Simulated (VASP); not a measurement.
Input of a VASP 6.6.1 run:

Contents of INCAR:

```
PREC = Normal
ENCUT = 520
EDIFF = 1E-4
ISMEAR = 0
SIGMA = 0.15
LREAL = False
LASPH = True
NELM = 60
ALGO = Fast
ISIF = 3
LWAVE = False
LCHARG = False
GGA = PE
IBRION = 2
NSW = 24
EDIFFG = -0.08
```

File KPOINTS:

```
regular mesh
0
Gamma
  3 3 3
```

File POSCAR:

```
HWCl6
1.0
    6.0087433600      0.0000000000      0.0000000000
    0.0000000000      6.0087433600      0.0000000000
    0.0000000000      0.0000000000      6.0087433600
H W Cl
1 1 6
Direct
    0.0000000000      0.0000000000      0.0000000000
    0.5000000000      0.5000000000      0.5000000000
    0.0000000000      0.5000000000      0.7516830000
    0.5000000000      0.2483170000      0.0000000000
    0.7516830000      0.0000000000      0.5000000000
    0.0000000000      0.5000000000      0.2483170000
    0.5000000000      0.7516830000      0.0000000000
    0.2483170000      0.0000000000      0.5000000000
```

Potentials or basis: VASP PAW PBE potentials, release 64 (H, W_sv, Cl).

Command:

```sh
$ cat potpaw_PBE.64/H/POTCAR potpaw_PBE.64/W_sv/POTCAR potpaw_PBE.64/Cl/POTCAR > POTCAR
$ mpirun -np 1 vasp_std > vasp.out
```

(1) Estimate the relaxed volume.

(2) Predict the space group after relaxing (to 0.05 Å).

(3) What does it give for the band gap on the k mesh?

(4) Estimate the relaxed cell.

Results:

(1) 17.48 Å³/atom.

(2) Pm-3 (No. 200).

(3) none (metal or under the smearing width).

(4) a = 5.191 Å, b = 5.191 Å, c = 5.191 Å, α = 90.00°, β = 90.00°, γ = 90.00°.

Caveat: the volume moved by over 15 % at a fixed basis, so the end points are rough; an odd number of electrons without spin polarisation forces a metal; a magnetic or distorted state may lie lower.
